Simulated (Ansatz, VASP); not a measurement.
# CO2: VASP beside Ansatz

Aim: how closely do two programs agree when they are given the same cell, functional and k mesh? The cell is taken from a series of runs on this material, whose earlier steps may have relaxed, scaled, displaced or heated it; both programs get it as it stands.

Calculated with Ansatz 0.2.0; plane waves, with VASP 6.6.1 beside it; G0W0 gap at HSE06.

## 1. The starting structure

The structure is cubic, space group Pa-3 (No. 205). The conventional cell has a = 5.497 Å, b = 5.497 Å, c = 5.497 Å, α = 90.00°, β = 90.00°, γ = 90.00°. Nearest to C lie 2 O at 1.17 Å. Nearest to O lie 1 C at 1.17 Å. Farther neighbours and most contacts between anions are not listed.

## 2. Ansatz: G0W0 gap, HSE06

Ansatz runs on its PAW soft_1 files.

Quasiparticle shifts depend on high empty states and on the cores, so they are the hardest test of two PAW sets.

The input, input.yaml:

```yaml
crystal:
  lattice:
    - [5.49707328, 0.0, 0.0]
    - [0.0, 5.49707328, 0.0]
    - [0.0, 0.0, 5.49707328]
  atoms:
    - { symbol: C, position: [0.0, 0.0, 0.0] }
    - { symbol: C, position: [0.5, 0.0, 0.5] }
    - { symbol: C, position: [0.5, 0.5, 0.0] }
    - { symbol: C, position: [0.0, 0.5, 0.5] }
    - { symbol: O, position: [0.12253698, 0.12253698, 0.12253698] }
    - { symbol: O, position: [0.37746302, 0.87746302, 0.62253698] }
    - { symbol: O, position: [0.62253698, 0.37746302, 0.87746302] }
    - { symbol: O, position: [0.87746302, 0.62253698, 0.37746302] }
    - { symbol: O, position: [0.87746302, 0.87746302, 0.87746302] }
    - { symbol: O, position: [0.62253698, 0.12253698, 0.37746302] }
    - { symbol: O, position: [0.37746302, 0.62253698, 0.12253698] }
    - { symbol: O, position: [0.12253698, 0.37746302, 0.62253698] }
kpoints:
  mp_grid: { grid: [2, 2, 2] }
hamiltonian:
  xc: hse06
  pseudopotentials: { kind: paw, azcp: { folder: soft_1 } }
scf:
  occupations: { method: fixed }
gw:
  n_empty_bands: 377
  ecut_chi: 100
  qp_bands: [v4, c4]
  qp_kpoints: band_edges
  screening: { model: contour_deformation }
```

Run with:

```bash
ansatz run input.yaml --threads 4 --pin off --max-ram 138240MiB --backend cuda --events-out ev --progress --plain --runs-dir out --devices 1 --max-vram 26GiB
```

Numbers of over 12 decimals in the logs are rounded to 6 here.

What it wrote:

```text
exact exchange: scf.exx.singularity resolves to wigner_seitz, which cuts the screened interaction at the faces of the exchange supercell's Wigner-Seitz cell, so that each pair interacts once, at the shortest of its separations (the periodic images that this leaves out come, for a point-like exchange hole, to about 0.002 eV on a filled level). The cut falls within the interaction's reach, and what an exchange supercel [...]
GPUs: using 1 of 1 available (devices: 1).
Engine: ansatz 0.2.0, x86_64-unknown-linux-gnu
Pseudopotentials: kind: paw
Pseudopotential: C, paw, valence charge 4, recommended cutoff 420 eV (normal), soft_1/C.paw.azcp
Pseudopotential: O, paw, valence charge 6, recommended cutoff 420 eV (normal), soft_1/O.paw.azcp
Functional definition: HSE06
  parameter a = 0.25
  parameter omega = 0.11/bohr
  exchange = pbe_x - a*pbe_x_sr(omega) + a*exact_x_sr(omega)
  correlation = pbe_c
davidson cushion auto → on  (no smearing: the cushion is to keep the highest requested band from converging to the state above it; pin scf.eigensolver.cushion to override)
device memory: the entry about to start is reckoned to put 3.1 GiB on a device that reports 35.7 GiB free (of which the cap on the GPU budget leaves the run 26.0 GiB)
GPU FFT provider: cuFFT
GPU libraries: cuBLAS 13.8.2, cuFFT 12.4.0, cuSOLVER 12.3.4
Crystal: 12 atoms, lattice volume = 166.110 Å³
Basis set: ecut = 420 eV, 3239 PW (Γ)
Bands: 44, of which v1, the nominal top of the filled ones, is band 32 counted from 1 (31 counted from 0)
Symmetry: 24 space group operations
Space group: Pa-3 (ITA 205), of the structure as read, at distance tolerance 5.5e-5 Å
k-points: 4 of 8
Non-local potential: C, projectors of the file, l = 0: 2, l = 1: 2, l = 2: 1
Non-local potential: O, projectors of the file, l = 0: 2, l = 1: 2, l = 2: 1
PAW form: soft (Blöchl's): semilocal exchange-correlation on the pseudo side does not see the compensation charge
PAW frozen core: C, regenerated for the run's functional, and the local potential with it (the file was generated under x = pbe(κ = 0.804, μ = 0.219515), c = pbe(β = 0.066725))
PAW frozen core: O, regenerated for the run's functional, and the local potential with it (the file was generated under x = pbe(κ = 0.804, μ = 0.219515), c = pbe(β = 0.066725))
PAW one-centre angular grid: C, 110 points (default); XC on 64 Gauss nodes
PAW one-centre angular grid: O, 110 points (default); XC on 96 Gauss nodes
Initial density: superposition of atomic densities (chi_scale 0.1, normalization cell, long waves kept (reshape's long-wave potential 0.02 eV rms))
Initial wavefunctions: pseudopotential atomic-orbital guess
GPU buffer pool allocated for 64000 grid points (all kernels)
GPU transforms: local potential and band sums: pruned to the plane-wave sphere, on 40×40×40
Functional: x = pbe(κ = 0.804, μ = 0.219515), c = pbe(β = 0.066725), warm-up for x = pbe(κ = 0.804, μ = 0.219515) + 0.25 (exact − pbe) at short range (hse, ω = 0.207870 Å⁻¹), c = pbe(β = 0.066725); HSE06 as pw.x's `hse` composes it (authors' and Libxc's form: `xc: wpbeh`)
SCF iter   1: F=—  HF=-5542.954834 eV  |F-HF|=—  |Δ(HF+E_count)|=         —  Δρ=9.98e-2  dr2=1.20e1  ethr=1.00e-1  ⟨swp⟩=4.0  Hψ=596  notcnv=0
preconditioner: auto → none  [insulator: Δε(μ)=7.889 eV  Ē_g=16.629 eV  n_scr=32 (ndim 8)  ℏωp=23.0 eV  f_vac=0.064]
SCF iter   2: F=—  HF=-5539.976014 eV  |F-HF|=—  |Δ(HF+E_count)|=    2.98e0  Δρ=4.99e-2  dr2=2.04e0  ethr=1.87e-2  ⟨swp⟩=3.2  Hψ=492  notcnv=0
SCF iter   3: F=—  HF=-5539.571968 eV  |F-HF|=—  |Δ(HF+E_count)|=   4.04e-1  Δρ=1.99e-2  dr2=3.90e-1  ethr=3.19e-3  ⟨swp⟩=3.0  Hψ=430  notcnv=0
SCF iter   4: F=—  HF=-5539.545360 eV  |F-HF|=—  |Δ(HF+E_count)|=   2.66e-2  Δρ=8.84e-3  dr2=7.24e-2  ethr=6.10e-4  ⟨swp⟩=2.0  Hψ=388  notcnv=0
iter 5 solved again at ethr=6.36e-6 eV; its pass at ethr=1.13e-4 eV (dr2=4.07e-3 eV) is discarded
SCF iter   5: F=-5539.538256 eV  HF=-5539.540223 eV  |F-HF|=1.97e-3  |Δ(HF+E_count)|=   5.14e-3  Δρ=1.81e-3  dr2=3.95e-3  ethr=6.36e-6  ⟨swp⟩=3.5  Hψ=819  notcnv=0
[...]
SCF iter   5: F=-5537.037472 eV  HF=-5537.037487 eV  |F-HF|=1.52e-5  |Δ(HF+E_count)|=   3.38e-4  Δρ=1.27e-4  dr2=2.31e-5  ethr=4.31e-8  ⟨swp⟩=4.5  Hψ=679  notcnv=0
SCF 2 stopped early in 5 iterations: F = -5537.037472 eV  dr2 = 2.31e-5
  greatest PAW one-centre occupation: 0.885 electrons in one spin orbital (limit 2), on the O atom at site 9 (counted from 0), in its partial waves of l = 0
hybrid outer 1: dexx = +2.987e-2 eV, tail = 1.08e-4 eV
GPU FFT provider: cuFFT
GPU libraries: cuBLAS 13.8.2, cuFFT 12.4.0, cuSOLVER 12.3.4
GPU buffer pool allocated for 64000 grid points (all kernels)
GPU transforms: local potential and band sums: pruned to the plane-wave sphere, on 40×40×40
Exchange kernel: α = 0.2500, screened, ω = 0.2079 Å⁻¹, Wigner–Seitz truncation, v(0) = 947.9165 eV·Å³, q-mesh 2×2×2, nearest image of the exchange supercell L = 10.99 Å, pair-density grid 30×30×30, without the augmentation charges, whose exchange is taken in its separable form by FFT convolution over the k-point mesh (sized by the pseudopotential files, 40×40×40 at the most), smooth part of the exact exchange by density-matrix convolution in up to 845.6 MiB of GPU memory as planned if the GPU has room (build and FFT work areas not counted)
Frozen-core exchange: fock
[...]
SCF 3 converged in 5 iterations: F = -5537.037829 eV  dr2 = 7.37e-8
  greatest PAW one-centre occupation: 0.885 electrons in one spin orbital (limit 2), on the O atom at site 11 (counted from 0), in its partial waves of l = 0
hybrid outer 2: dexx = +1.168e-6 eV, tail = 1.85e-7 eV, Δε = 1.26e-3 eV (about 7.17e-5 eV left of the loop's levels)
device memory: the entry about to start is reckoned to put 2.5 GiB on a device that reports 35.7 GiB free (of which the cap on the GPU budget leaves the run 26.0 GiB)
NSCF: frozen V_eff on 4 k-points
Exchange-term sweep: 0 of 4 (spin, k) points
Exchange-term sweep: 1 of 4 (spin, k) points
Exchange-term sweep: 2 of 4 (spin, k) points
Exchange-term sweep: 3 of 4 (spin, k) points
Exchange-term sweep: 4 of 4 (spin, k) points
G₀W₀ screening: q 1/4
[... further progress lines ...]
hybrid SCF converged: 2 outer / 10 inner (+5 warm-up), last move |dexx| = 1.17e-6 eV, tail = 1.85e-7 eV
Stability not checked: this state was not tested for a lower state beside it, because the functional holds exact exchange (a hybrid, or Hartree-Fock), whose exchange loop this test does not read (fock_operator; see scf.lower_state_search)
Free energy (F): -5537.037830 eV
Frozen-core exchange: fock
Harris-Foulkes:  -5537.037830 eV  (|F-HF|=6.42e-8)
Internal energy: -5537.037830 eV  (E = F + TS)
E sigma→0 (E₀):  -5537.037830 eV
Fermi energy:    -2.894089 eV
--- Per-component energies (eV) ---
  E_band       = -689.880777
  E_kinetic    = 1685.608945
  E_local      = -4587.455201  (includes V_loc(G=0)·N_el)
  E_nonlocal   = 507.816489
  E_hartree    = 1572.681096
  E_xc         = -598.502234
  E_vxc        = -748.627397  (∫ρ·V_xc dr)
  E_exx        = -187.972347  (= α·E_x^exact, valence–valence)
  E_paw        = -1659.262628  (= ΣΔE_a)
  E_vpaw       = -316.659014  (= ΣTr[D̂ρ^β])
  E_aug_tail   = 0.006095  (compensation charges beyond the density's cutoff)
  E_ewald      = -2269.675893
  E_core_change = -0.282151  (= ΣΔE_core)
  E_smearing   = -0.000000  (= −TS)
  E_closure    = -0.000000  (closes the sum)
  Σ components = -5537.037830   (vs F -5537.037830, Δ=9.09e-13)
--- Band table (eV) ---
  k-point 0: bands = [... 28 lower, -3.1353, -3.1353, -2.8941, -2.8941, 5.7303, 7.0757, 7.0757, 7.0757, ... 4 higher]
  k-point 1: bands = [... 28 lower, -3.2606, -3.2606, -2.9830, -2.9830, 6.9948, 6.9948, 7.2466, 7.2466, ... 4 higher]
  k-point 2: bands = [... 28 lower, -3.2280, -3.2280, -3.2280, -3.2280, 6.9859, 6.9859, 6.9859, 6.9859, ... 4 higher]
  k-point 3: bands = [... 28 lower, -3.2779, -3.2779, -3.2779, -3.2779, 6.9930, 6.9930, 6.9930, 6.9930, ... 4 higher]
  guard bands above this table: 4 of the run's 44 bands. The solve was not asked for them (output.publish_guard_bands: true or output.eigenvalues: true publishes all)
--- G₀W₀: contour deformation, 5 samples at zero and on the imaginary axis and 0 off it, 8 q-points, 377 empty bands' worth ---
  eigenvalues of the whole cell's RPA ε∞ on this k-mesh (on a slab, of 1 + 4πα/V) = 1.8192, 1.8192, 1.8192; static W/v taken at q = 0 is 0.549702
  bands read: the sum over 409 bands ends inside a degenerate multiplet in 4 slots, whose members it reads at an even weight; the widest, k=2: bands 409 to 412 (counted from 1) at 1/4 each
  gw.qp_kpoints: band_edges: 4 of 4 stored k-points solved, in 1 pass; an edge of the gap read off the rows below is read off those points alone
    ik  band        ε_KS         Σx   Σc(E_QP)       V_xc       Z   E_QP_lin       E_QP  E_QP is
     0    29     -3.1353   -25.8906     2.9907   -21.6170  0.8455    -4.4266    -4.4182  root
     0    30     -3.1353   -25.8906     2.9907   -21.6170  0.8455    -4.4266    -4.4182  root
     0    31     -2.8941   -26.2232     2.9789   -22.0061  0.8454    -4.1400    -4.1324  root
     0    32     -2.8941   -26.2232     2.9789   -22.0061  0.8454    -4.1400    -4.1324  root
     0    33      5.7303    -6.0469    -3.0010   -10.2520  0.8988     6.9396     6.9343  root
     0    34      7.0757   -10.4849    -2.8853   -15.9134  0.8683     9.6454     9.6189  root
     0    35      7.0757   -10.4849    -2.8853   -15.9134  0.8683     9.6454     9.6189  root
     0    36      7.0757   -10.4849    -2.8853   -15.9134  0.8683     9.6454     9.6189  root
     1    29     -3.2606   -25.7550     3.0041   -21.4484  0.8455    -4.5720    -4.5631  root
     1    30     -3.2606   -25.7550     3.0041   -21.4484  0.8455    -4.5720    -4.5631  root
     1    31     -2.9830   -26.1273     2.9869   -21.8890  0.8453    -4.2423    -4.2344  root
     1    32     -2.9830   -26.1273     2.9869   -21.8890  0.8453    -4.2423    -4.2344  root
     1    33      6.9948    -9.7714    -2.9423   -15.1274  0.8720     9.4321     9.4085  root
     1    34      6.9948    -9.7714    -2.9423   -15.1274  0.8720     9.4321     9.4085  root
     1    35      7.2466    -8.4635    -3.0881   -13.6424  0.8786     9.3553     9.3373  root
     1    36      7.2466    -8.4635    -3.0881   -13.6424  0.8786     9.3553     9.3373  root
     2    29     -3.2280   -25.7992     3.0046   -21.4997  0.8454    -4.5316    -4.5229  root
     2    30     -3.2280   -25.7992     3.0046   -21.4997  0.8454    -4.5316    -4.5229  root
     2    31     -3.2280   -25.7992     3.0046   -21.4997  0.8454    -4.5316    -4.5229  root
     2    32     -3.2280   -25.7992     3.0046   -21.4997  0.8454    -4.5316    -4.5229  root
     2    33      6.9859    -9.6045    -2.9415   -14.9079  0.8732     9.3702     9.3478  root
     2    34      6.9859    -9.6045    -2.9415   -14.9079  0.8732     9.3702     9.3478  root
     2    35      6.9859    -9.6045    -2.9415   -14.9079  0.8732     9.3702     9.3478  root
     2    36      6.9859    -9.6045    -2.9415   -14.9079  0.8732     9.3702     9.3478  root
     3    29     -3.2779   -25.6421     2.9920   -21.3382  0.8458    -4.5989    -4.5900  root
     3    30     -3.2779   -25.6421     2.9920   -21.3382  0.8458    -4.5989    -4.5900  root
     3    31     -3.2779   -25.6421     2.9920   -21.3382  0.8458    -4.5989    -4.5900  root
     3    32     -3.2779   -25.6421     2.9920   -21.3382  0.8458    -4.5989    -4.5900  root
     3    33      6.9930   -10.3723    -2.8742   -15.7710  0.8690     9.5434     9.5175  root
     3    34      6.9930   -10.3723    -2.8742   -15.7710  0.8690     9.5434     9.5175  root
     3    35      6.9930   -10.3723    -2.8742   -15.7710  0.8690     9.5434     9.5175  root
     3    36      6.9930   -10.3723    -2.8742   -15.7710  0.8690     9.5434     9.5175  root
```

(Part 1 of 2 ends here.)

[Lines on the potential files, build, host, timing and source positions are cut from VASP's logs without a mark.]

[Logs are printed without paths, hosts, clocks, repeated set-up lines and the standing remarks that a program may print on its own settings, such as how far it seeks lower states.]

[Hosts, paths, dates, database ids (printed as entryN), source tags and the programs' standing remarks are cut or masked in the printed files.]
